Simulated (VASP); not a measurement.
Data:

```
NaI
1.0
    4.55877     0.00000     0.00000
    0.00000     6.44707     0.00000
    0.00000     0.00000    24.06438
Na I
4 4
Direct
  0.00000   0.00000   0.37004
  0.50000   0.50000   0.44468
  0.00000   0.00000   0.55532
  0.50000   0.50000   0.62996
  0.50000   0.00000   0.45578
  0.00000   0.50000   0.35544
  0.50000   0.00000   0.64456
  0.00000   0.50000   0.54422
```

All values below come from r2SCAN meta-GGA, VASP's PBE PAW potentials (set 64) (plane waves; VASP). Settings: PREC = Normal, 400 eV cut-off, 5×3×1 Γ-centred mesh, Gaussian smearing of 0.050 eV, potentials Na_pv I.

Unless said otherwise, spin-orbit coupling is left out, though it shifts the bands of the heavy elements here.

Question: Predict the energy per atom (σ→0), band gap (on the k-mesh) with the smallest direct gap where there is one.

Answer: 
band gap (on the k-mesh): 4.01 eV
smallest direct gap (on the k-mesh): 4.01 eV
energy per atom (σ→0): -15.437 eV/atom

Total energies compare only between runs with the same potentials, cut-off and functional.

The cell is a thin slab with vacuum, built from NaI (rock salt): (110) face.
